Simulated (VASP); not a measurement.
RbSnS:

```
Rb Sn S
1.0
     4.86226    0.00000    0.00000
     0.00000    4.86226    0.00000
     0.00000    0.00000    4.00543
Rb Sn S
1 1 1
Direct
  0.00000 0.00000 0.00000
  0.50000 0.50000 0.50000
  0.50000 0.50000 0.00000
```

The cell was built by a generator and needn't be a form met in nature.

The cell isn't the ideal one: random cell by space group and Wyckoff sites (P4/mmm, No. 123).

```yaml
Program: VASP 6.6.1
Task: relaxation of cell and atoms
Functional: PBE
Potentials_or_basis: VASP PAW PBE potentials, release 64 (Rb_sv, Sn_d, S)
Cutoff: 600 eV
k_mesh: 4 × 4 × 4
Occupations: gaussian, width 0.1 eV
Spin: no spin polarisation
```

At the start: pressure 27.6 GPa; volume 31.56 Å³/atom.

Task: How do energy, volume and symmetry change on relaxing?

Result: Over 9 steps the energy falls by 1745.5 meV/atom and the volume is 37.70 Å³/atom (+19.5 %); space group P4/mmm (No. 123, to 0.05 Å).

Step by step:
```csv
step,energy change (eV),largest force (eV/Å),pressure (GPa),volume (Å³)
1,0.0000,0.0000,27.57,94.69
2,-3.4109,0.0000,-3.75,167.98
3,-5.1595,0.0000,-1.63,127.14
4,-5.1738,0.0000,-1.44,126.01
5,-5.1896,0.0000,-0.83,122.89
6,-5.1896,0.0000,-0.95,123.45
7,-5.2147,0.0000,-0.71,119.97
8,-5.2354,0.0000,-0.21,114.62
9,-5.2364,0.0000,-0.04,113.11
```

Final structure:
```cif
data_structure
_symmetry_space_group_name_H-M 'P 1'
_symmetry_Int_Tables_number 1
_cell_length_a 4.6382
_cell_length_b 4.6382
_cell_length_c 5.2579
_cell_angle_alpha 90.000
_cell_angle_beta 90.000
_cell_angle_gamma 90.000
_cell_volume 113.11
loop_
_atom_site_label
_atom_site_type_symbol
_atom_site_fract_x
_atom_site_fract_y
_atom_site_fract_z
_atom_site_occupancy
Rb1 Rb 0.00000 0.00000 0.00000 1
Sn1 Sn 0.50000 0.50000 0.50000 1
S1 S 0.50000 0.50000 0.00000 1
```

Caveat: the k mesh is coarse (spacing up to 0.39 Å⁻¹), so the values aren't converged; the volume moved by over 15 % at a fixed basis, so the end points are rough.
